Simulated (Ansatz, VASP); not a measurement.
# TaCuP2 in two plane-wave programs

Aim: how closely do two programs agree when they are given the same cell, functional and k mesh? The cell is taken from a series of runs on this material, whose earlier steps may have relaxed, scaled, displaced or heated it; both programs get it as it stands.

Method: plane waves, with VASP 6.6.1 beside it; single point at PBE, in Ansatz 0.2.0.

The structure was built from a prototype and need not be the compound's stable phase.

**1. The structure**

Symmetry: R-3m, No. 166, trigonal system. The conventional cell has a = 3.216 Å, b = 3.216 Å, c = 23.496 Å, α = 90.00°, β = 90.00°, γ = 120.00°. Ta has 6 P at 2.52 Å nearest. Nearest to Cu lie 2 P at 2.21 Å. Nearest to P lie 1 Cu at 2.21 Å and 3 Ta at 2.52 Å. As first built, before any earlier steps moved the atoms (in the runner's words): all N replaced by P in the R-3m structure of TaCuN2. Farther neighbours are not listed.

As a file:

```xyz
4
Lattice="1.6078 0.9283 7.8320 -1.6078 0.9283 7.8320 0.0000 -1.8565 7.8320" Properties=species:S:1:pos:R:3 pbc="T T T"
Ta    0.0000    0.0000   11.7480
Cu    0.0000    1.8565   15.6640
P     0.0000    0.0000   21.2833
P     0.0000    0.0000    2.2127
```

**2. VASP: single point, PBE**

With cell and atoms fixed, the geometry can't cause a difference; cores, projectors, grids and the points listed under the comparison can.

Lines of VASP's logs that name or quote its potential files are left out, and so is its time.

File INCAR:

```
SYSTEM = TaCuP2
PREC = Accurate
ENCUT = 600
EDIFF = 1E-06
NELM = 120
ISMEAR = -1
SIGMA = 0.05
LREAL = .FALSE.
ALGO = Normal
GGA = PE
NBANDS = 22
LASPH = .TRUE.
LORBIT = 11
LWAVE = .FALSE.
LCHARG = .FALSE.
ISIF = 2
GGA_COMPAT = .FALSE.
```

File POSCAR:

```
TaCuP2
1.0
    1.6077933216      0.9282599070      7.8319808833
   -1.6077933216      0.9282599070      7.8319808833
    0.0000000000     -1.8565198140      7.8319808833
Ta Cu P
1 1 2
Direct
    0.5000000000      0.5000000000      0.5000000000
    1.0000000000      1.0000000000      0.0000000000
    0.9058275527      0.9058275527      0.9058275527
    0.0941724473      0.0941724473      0.0941724473
```

File KPOINTS:

```
Automatic mesh
0
Gamma
8 8 8
0 0 0
```

PAW data sets: Ta_pv, Cu and P (PBE family, release 64).

The run is started by

```
mpirun -np 1 vasp_std
```

Numbers of over 12 decimals in the logs are rounded to 6 here.

What it wrote:

```text
[banner, memory and clock lines left out]
running    1 mpi-ranks, on    1 nodes
 distrk:  each k-point on    1 cores,    1 groups
 distr:  one band on    1 cores,    1 groups

 POSCAR found type information on POSCAR TaCuP
 POSCAR found :  3 types and       4 ions
 LDA part: xc-table for (Slater+PW92), standard interpolation
 POSCAR, INCAR and KPOINTS ok, starting setup
 FFT: planning ... GRIDC
 FFT: planning ... GRID_SOFT
 FFT: planning ... GRID
 WAVECAR not read
 entering main loop
       N       E                     dE             d eps       ncg     rms          rms(c)
DAV:   1     0.252680949829E+03    0.25268E+03   -0.16837E+04  2860   0.181E+03
DAV:   2    -0.107095462287E+02   -0.26339E+03   -0.25105E+03  2988   0.402E+02
DAV:   3    -0.299444175052E+02   -0.19235E+02   -0.17188E+02  3806   0.103E+02
DAV:   4    -0.307669941687E+02   -0.82258E+00   -0.81142E+00  3524   0.194E+01
DAV:   5    -0.308081633512E+02   -0.41169E-01   -0.41114E-01  4240   0.476E+00    0.281E+01
DAV:   6    -0.436617404428E+02   -0.12854E+02   -0.16626E+02  4080   0.295E+02    0.212E+01
DAV:   7    -0.292878938629E+02    0.14374E+02   -0.38429E+01  3762   0.872E+01    0.116E+01
DAV:   8    -0.271845399250E+02    0.21034E+01   -0.12716E+01  4106   0.744E+01    0.457E+00
DAV:   9    -0.277200060512E+02   -0.53547E+00   -0.28688E+00  4614   0.349E+01    0.685E+00
DAV:  10    -0.274963496474E+02    0.22366E+00   -0.64189E+00  4056   0.673E+01    0.369E+00
DAV:  11    -0.272902610500E+02    0.20609E+00   -0.57890E-01  4050   0.208E+01    0.193E+00
DAV:  12    -0.272350470204E+02    0.55214E-01   -0.93556E-02  4620   0.917E+00    0.918E-01
DAV:  13    -0.272235747207E+02    0.11472E-01   -0.10005E-01  4230   0.877E+00    0.275E-01
DAV:  14    -0.272255759697E+02   -0.20012E-02   -0.17031E-02  3388   0.734E-01    0.365E-01
DAV:  15    -0.272251572430E+02    0.41873E-03   -0.44508E-04  4548   0.374E-01    0.359E-01
DAV:  16    -0.272247493458E+02    0.40790E-03   -0.35632E-04  4424   0.217E-01    0.240E-01
DAV:  17    -0.272239025425E+02    0.84680E-03   -0.25865E-03  4496   0.146E+00    0.226E-01
DAV:  18    -0.272237183256E+02    0.18422E-03   -0.94536E-04  4508   0.684E-01    0.572E-02
DAV:  19    -0.272237106452E+02    0.76805E-05   -0.98064E-05  3712   0.801E-02    0.205E-02
DAV:  20    -0.272237035007E+02    0.71445E-05   -0.42943E-05  4160   0.210E-01    0.871E-03
DAV:  21    -0.272237034741E+02    0.26557E-07   -0.65847E-06  3448   0.573E-02
   1 F= -.27223703E+02 E0= -.27217947E+02  d E =-.115128E-01
```

From OUTCAR (step 2):

```text
ion  position               nearest neighbor table
   1  0.500  0.500  0.500-   4 2.52   3 2.52   4 2.52   4 2.52   3 2.52   3 2.52
   2  0.000  0.000  0.000-   3 2.21   4 2.21
   3  0.906  0.906  0.906-   2 2.21   1 2.52   1 2.52   1 2.52
   4  0.094  0.094  0.094-   2 2.21   1 2.52   1 2.52   1 2.52

  LATTYP: Found a trigonal (rhomboedric) cell.
 ALAT       =     8.0490117640
 COS(alpha) =     0.9201995552

 Subroutine GETGRP returns: Found 12 space group operations
 (whereof 12 operations were pure point group operations)

The static configuration has the point symmetry D_3d.

 Found     65 irreducible k-points:

   k-points           NKPTS =     65   k-points in BZ     NKDIM =     65   number of bands    NBANDS=     22

   dimension x,y,z NGX =    64 NGY =   64 NGZ =   64
   dimension x,y,z NGXF=   128 NGYF=  128 NGZF=  128

   ENCUT  =  600.0 eV  44.10 Ry    6.64 a.u.  16.08 16.08 16.08*2*pi/ulx,y,z

   NELECT =      32.0000    total number of electrons

 k-points in reciprocal lattice and weights: Automatic mesh
   0.00000000  0.00000000  0.00000000       0.002
   0.12500000  0.00000000  0.00000000       0.012
   0.25000000  0.00000000  0.00000000       0.012
   0.37500000  0.00000000  0.00000000       0.012
   0.50000000  0.00000000  0.00000000       0.006
   0.12500000  0.12500000  0.00000000       0.012
   0.25000000  0.12500000  0.00000000       0.023
   0.37500000  0.12500000 -0.00000000       0.023
   0.50000000  0.12500000 -0.00000000       0.023
[...]
-0.37500000  0.50000000  0.37500000       0.012
   0.50000000  0.50000000  0.50000000       0.002

 average (electrostatic) potential at core
       1 -36.7577       2 -65.2218       3 -82.7158       4 -82.7158

 E-fermi :   5.9034

 k-point     1 :       0.0000    0.0000    0.0000
  band No.  band energies     occupation
    ...
     11       3.5006      2.00000
     12       3.5006      2.00000
     13       3.8218      2.00000
     14       4.3436      2.00000
     15       4.3436      2.00000
     16       7.0843      0.00000
     17       7.0843      0.00000
     18       8.1178      0.00000
     19       8.1178      0.00000
     20       9.9218      0.00000
    ...

 k-point     2 :       0.1250    0.0000    0.0000
  band No.  band energies     occupation
    ...
     12       3.5557      2.00000
     13       4.0617      2.00000
     14       4.4165      2.00000
     15       4.5230      2.00000
     16       5.9002      1.03114
     17       6.3998      0.00010
     18       7.8577      0.00000
     19       8.7040      0.00000
     20      10.1896      0.00000
     21      10.6438      0.00000
    ...

 k-point     3 :       0.2500    0.0000    0.0000
  band No.  band energies     occupation
    ...
     12       3.6312      2.00000
     13       3.6937      2.00000
     14       4.5063      2.00000
     15       4.5702      2.00000
     16       4.8282      2.00000
     17       6.0879      0.04869
     18       7.0963      0.00000
     19       9.0852      0.00000
     20      10.3763      0.00000
     21      10.5127      0.00000
    ...

  Total       -0.0111482     -0.0111482      0.2554733     -0.0000000      0.0000000      0.0000000
  in kB       -0.2546790     -0.2546790      5.8362439     -0.0000000      0.0000000      0.0000000
  external PRESSURE =       1.7756286 kB  Pullay stress =       0.0000000 kB

  energy-cutoff  :      600.00
  volume of cell :       70.13
      direct lattice vectors                 reciprocal lattice vectors
     1.607793322  0.928259907  7.831980883     0.310985245  0.179547415  0.042560540
    -1.607793322  0.928259907  7.831980883    -0.310985245  0.179547415  0.042560540
     0.000000000 -1.856519814  7.831980883     0.000000000 -0.359094830  0.042560540

 POSITION                                       TOTAL-FORCE (eV/Angst)
 -----------------------------------------------------------------------------------
      0.00000      0.00000     11.74797        -0.000000      0.000000     -0.000000
      0.00000      0.00000      0.00000        -0.000000     -0.000000     -0.000000
      0.00000      0.00000     21.28327         0.000000      0.000000      0.005600
      0.00000      0.00000      2.21267         0.000000     -0.000000     -0.005600
 -----------------------------------------------------------------------------------
    total drift:                                0.000000     -0.000000      0.000000

  FREE ENERGIE OF THE ION-ELECTRON SYSTEM (eV)
  ---------------------------------------------------
  free  energy   TOTEN  =       -27.2237034741 eV

  energy  without entropy=      -27.2121906446  energy(sigma->0) =      -27.21794706

 total charge
# of ion       s       p       d       tot
------------------------------------------
    1        0.308   6.206   2.451   8.965
    2        0.465   0.280   9.205   9.950
    3        1.053   1.433   0.000   2.486
    4        1.053   1.433   0.000   2.486
--------------------------------------------------
tot          2.879   9.353  11.655  23.888

[... 3 further parts left out ...]
```

The run ends at a pressure of 0.18 GPa, with forces up to 0.0056 eV/Å.

**3. Ansatz: single point, PBE**

Ansatz runs on its default PAW (the set named soft_2) files.

The same cell, functional, mesh and smearing now go to Ansatz, which takes its cutoff from its data sets.

File input.yaml:

```yaml
crystal:
  lattice:
    - [1.6077933216, 0.928259907, 7.8319808833]
    - [-1.6077933216, 0.928259907, 7.8319808833]
    - [0.0, -1.856519814, 7.8319808833]
  atoms:
    - { symbol: Ta, position: [0.5, 0.5, 0.5] }
    - { symbol: Cu, position: [0.0, 0.0, 0.0] }
    - { symbol: P, position: [0.9058275527, 0.9058275527, 0.9058275527] }
    - { symbol: P, position: [0.0941724473, 0.0941724473, 0.0941724473] }
kpoints:
  mp_grid: { grid: [8, 8, 8] }
  band_path:
    path:
      - [[0.0, 0.0, 0.0], [0.5, 0.0, 0.0], [0.5, 0.1760316, -0.1760316]]
      - [[0.8239684, 0.5, 0.1760316], [0.5, 0.5, 0.5], [0.0, 0.0, 0.0], [0.3380158, 0.0, -0.3380158]]
      - [[0.6619842, 0.3380158, 0.0], [0.5, 0.5, 0.0], [0.6619842, 0.6619842, 0.1760316], [0.5, 0.5, 0.5]]
      - [[0.5, 0.0, 0.0], [0.8239684, 0.3380158, 0.3380158]]
    npoints: 6
scf:
  occupations: { method: fermi_dirac, width: 0.05 }
  n_extra_bands: 8
hamiltonian:
  xc: pbe
  pseudopotentials: { kind: paw }
output:
  forces: true
  stress: true
  populations: true
  write_bands: true
  write_density: true
  write_potential: true
  elf: true
  volumetric_format: npy
```

The run is started by

```
ansatz run input.yaml --threads 4 --pin off --max-ram 8192MiB --backend cpu --events-out ev --progress --plain --runs-dir out
```

What it wrote:

```text
basis.fft_grid_basis auto: the FFT boxes are laid along the combinations [[1, -1, 0], [0, 1, 0], [0, -1, 1]] of the cell's own vectors, 3.216, 8.049 and 3.216 Å long. The dense box has 24×54×24 points. Along the cell's own vectors, as sized, it would have 54×54×54, 5.06 times as many. Of the 12 symmetry operations that the crystal satisfies within crystal.symmetry.tolerance (time reversal apart; of a slab, those that [...]
scf.n_extra_bands = 8 over 21 filled bands (N_el = 42.0): the run solves 29 bands
Engine: ansatz 0.2.0, x86_64-unknown-linux-gnu
Pseudopotentials: kind: paw
Pseudopotential: Ta, paw, valence charge 13, recommended cutoff 420 eV (normal), Ta.paw.azcp
Pseudopotential: Cu, paw, valence charge 19, recommended cutoff 420 eV (normal), Cu.paw.azcp
Pseudopotential: P, paw, valence charge 5, recommended cutoff 420 eV (normal), P.paw.azcp
Functional definition: PBE
  parameter kappa = 0.804
  parameter beta = 0.066725
  exchange = pbe_x(kappa = kappa, mu = beta*pi^2/3)
  correlation = pbe_c(beta = beta)
Crystal: 4 atoms, lattice volume = 70.133 Å³
Basis set: ecut = 420 eV, 1413 PW (Γ), FFT grids on a1−a2, a2, −a2+a3, exchange–correlation on 48×108×48 points (8 copies of the dense FFT grid, shifted against one another)
Bands: 29, of which v1, the nominal top of the filled ones, is band 21 counted from 1 (20 counted from 0)
Symmetry: 12 space group operations
Space group: R-3m (ITA 166), of the structure as read, at distance tolerance 4.1e-5 Å
k-points: 65 of 512
Non-local potential: Ta, projectors of the file, l = 0: 3, l = 1: 2, l = 2: 2, l = 3: 1
Non-local potential: Cu, projectors of the file, l = 0: 3, l = 1: 2, l = 2: 3, l = 3: 1
Non-local potential: P, projectors of the file, l = 0: 2, l = 1: 2, l = 2: 2
PAW form: soft (Blöchl's): semilocal exchange-correlation on the pseudo side does not see the compensation charge
PAW one-centre angular grid: Ta, 590 points (default); XC on 64 Gauss nodes
PAW one-centre angular grid: Cu, 590 points (default); XC on 64 Gauss nodes
PAW one-centre angular grid: P, 110 points (default); XC on 64 Gauss nodes
Initial density: superposition of atomic densities (neutral atoms: chi_scale 0, normalization atom), corrected by the library's trained network
Initial wavefunctions: pseudopotential atomic-orbital guess
Functional: x = pbe(κ = 0.804, μ = 0.219515), c = pbe(β = 0.066725)
SCF iter   1: F=—  HF=-18069.734883 eV  |F-HF|=—  |Δ(HF+E_count)|=         —  Δρ=3.85e-3  dr2=7.62e-3  ethr=1.77e-3  ⟨swp⟩=6.2  Hψ=8813  notcnv=0  defer=8
preconditioner: auto → Kerker (q_TF=auto, 2.505 Å⁻¹)  [metal: Δε(μ)=0.007 eV  Ē_g=8.165 eV  σ=0.050 eV  W_gap=0.03  n_scr=24 (ndim 8)  ℏωp=22.6 eV  f_vac=0.000  D(μ)=1.46/eV (n_scr^D=4)]
SCF iter   2: F=—  HF=-18069.734895 eV  |F-HF|=—  |Δ(HF+E_count)|=   1.27e-5  Δρ=2.31e-3  dr2=3.10e-3  ethr=1.81e-5  ⟨swp⟩=2.0  Hψ=3384  notcnv=0  defer=80
SCF iter   3: F=—  HF=-18069.734446 eV  |F-HF|=—  |Δ(HF+E_count)|=   4.49e-4  Δρ=3.82e-4  dr2=1.39e-4  ethr=7.39e-6  ⟨swp⟩=2.1  Hψ=2574  notcnv=0  defer=80
SCF iter   4: F=—  HF=-18069.734447 eV  |F-HF|=—  |Δ(HF+E_count)|=   1.12e-6  Δρ=1.54e-4  dr2=4.03e-5  ethr=3.32e-7  ⟨swp⟩=2.4  Hψ=2619  notcnv=0  defer=80
SCF iter   5: F=—  HF=-18069.734460 eV  |F-HF|=—  |Δ(HF+E_count)|=   1.31e-5  Δρ=2.57e-4  dr2=4.26e-5  ethr=9.61e-8  ⟨swp⟩=2.0  Hψ=2959  notcnv=0  defer=80
SCF iter   6: F=—  HF=-18069.734453 eV  |F-HF|=—  |Δ(HF+E_count)|=   7.06e-6  Δρ=3.11e-5  dr2=3.98e-6  ethr=9.61e-8  ⟨swp⟩=2.0  Hψ=2167  notcnv=0  defer=80
SCF iter   7: F=—  HF=-18069.734453 eV  |F-HF|=—  |Δ(HF+E_count)|=   5.02e-7  Δρ=7.84e-6  dr2=1.83e-7  ethr=9.48e-9  ⟨swp⟩=1.6  Hψ=1832  notcnv=0  defer=80
SCF iter   8: F=-18069.734453 eV  HF=-18069.734453 eV  |F-HF|=7.77e-9  |Δ(HF+E_count)|=   5.31e-9  Δρ=3.90e-6  dr2=1.51e-8  ethr=2.38e-10  ⟨swp⟩=13.8  Hψ=12701  notcnv=0
SCF 1 converged in 8 iterations: F = -18069.734453 eV  dr2 = 1.51e-8
  greatest PAW one-centre occupation: 1.000 electrons in one spin orbital (limit 2), on the Cu atom at site 1 (counted from 0), in its partial waves of l = 0
NSCF: frozen V_eff on 58 k-points
SCF converged after 8 iterations
Free energy (F): -18069.734453 eV
Harris-Foulkes:  -18069.734453 eV  (|F-HF|=7.77e-9)
Internal energy: -18069.722979 eV  (E = F + TS)
E sigma→0 (E₀):  -18069.728716 eV
Entropy (-TS):   -0.011474 eV (-2.868 meV/atom)
Fermi energy:    11.391329 eV
--- Per-component energies (eV) ---
  E_band       = -611.719722
  E_kinetic    = 807.747906
  E_local      = -6550.202148  (includes V_loc(G=0)·N_el)
  E_nonlocal   = 474.904188
  E_hartree    = 2841.113496
  E_xc         = -430.468327
  E_vxc        = -440.397004  (∫ρ·V_xc dr)
  E_paw        = -11201.486022  (= ΣΔE_a)
  E_vpaw       = -585.992888  (= ΣTr[D̂ρ^β])
  E_aug_tail   = 0.000430  (compensation charges beyond the density's cutoff)
  E_ewald      = -4011.332501
  E_smearing   = -0.011474  (= −TS)
  E_closure    = 0.000000  (closes the sum)
  Σ components = -18069.734453   (vs F -18069.734453, Δ=0.00e0)
--- Forces (eV/Å), atoms counted from 1 ---
  atom   1  Ta     0.00000000     0.00000000    -0.00000000
  atom   2  Cu    -0.00000000    -0.00000000    -0.00000000
  atom   3  P      0.00000000    -0.00000000     0.02793423
  atom   4  P     -0.00000000     0.00000000    -0.02793423
  max |Σ_I F_I| component: 9.25e-18 eV/Å
--- Stress (GPa, compression-positive) ---
       -0.192671      -0.000000      -0.000000
       -0.000000      -0.192671      -0.000000
       -0.000000      -0.000000       0.256106
  P = ⅓ Tr σ = -0.0431 GPa (-0.431 kbar)
--- Band table (eV; the first three rows and the last of 65) ---
  k-point 0: bands = [... 17 lower, 9.3069, 9.8350, 9.8350, 12.5730, 12.5730, 13.6036, 13.6036, 15.4262, ... 4 higher]
  k-point 1: bands = [... 17 lower, 9.5467, 9.9035, 10.0141, 11.3894, 11.8882, 13.3496, 14.1922, 15.6853, ... 4 higher]
  k-point 2: bands = [... 17 lower, 9.2232, 9.9985, 10.0600, 10.3121, 11.5777, 12.5923, 14.5771, 15.8647, ... 4 higher]
  k-point 64: bands = [... 17 lower, 9.7351, 9.7351, 11.0712, 12.5552, 12.5552, 13.8776, 13.8776, 14.7358, ... 4 higher]
--- Löwdin populations: 4 sites ---
  site symbol       q [e]
     0     Ta     12.7541
     1     Cu     18.6267
     2      P      5.1771
     3      P      5.1771
  spilling = 0.006308 (of n_electrons = 42.000000)
```

**4. Comparison**

Known differences besides the potentials themselves: the data sets hold 42 valence electrons in Ansatz (on its default PAW (the set named soft_2) files) and 32 in VASP; the cutoff is 420 eV in Ansatz and 600 eV in VASP. Total energies have different zeros and are not compared.

Compared:

| quantity | Ansatz | VASP | difference |
| --- | --- | --- | --- |
| pressure (GPa) | -0.04 | 0.18 | -0.22 |

At this near-relaxed geometry the largest component of a force difference is 22 meV/Å.

**5. Results**

```json
{
 "difference in pressure (single point, PBE)": "-0.22 GPa",
 "r.m.s. force difference (single point, PBE)": "9.1 meV/Å"
}
```

What this shows: The r.m.s. force difference is 9.1 meV/Å (single point, PBE), within the 12 meV/Å picked in this series as the mark of a large difference. The data sets hold unlike numbers of valence electrons (42 in Ansatz and 32 in VASP), so part of the differences comes from the potentials. How closely two codes agree says nothing of how well the functional describes the real material.

[Lines on the potential files, build, host, timing and source positions are cut from VASP's logs without a mark.]

[Logs are printed without paths, hosts, clocks, repeated set-up lines and the standing remarks that a program may print on its own settings, such as how far it seeks lower states.]

[Hosts, paths, dates, database ids (printed as entryN), source tags and the programs' standing remarks are cut or masked in the printed files.]
